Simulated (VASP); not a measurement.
Given:

```
Au
1.0
    0.00000     2.14679     2.14679
    2.14679     0.00000     2.14679
    2.14679     2.14679     0.00000
Au
1
Direct
  0.00000   0.00000   0.00000
```

These are vdW-DF2, VASP's PBE PAW potentials (set 64) (plane waves; VASP 6.6.1) values and carry that method's errors. Settings: 520 eV cut-off, 14×14×14 Γ-centred mesh, first-order Methfessel-Paxton smearing of 0.10 eV, potentials Au.

Problem. Give the stress tensor in GPa (positive for a compressed cell).

Solution. 
```
3.05  0.00  0.00
0.00  3.05  0.00
0.00  0.00  3.05
```
The pressure is its mean diagonal, 3.05 GPa.

The compound is Au in the fcc structure. This cell is one point of a volume scan, at 0.97 of the reference volume.
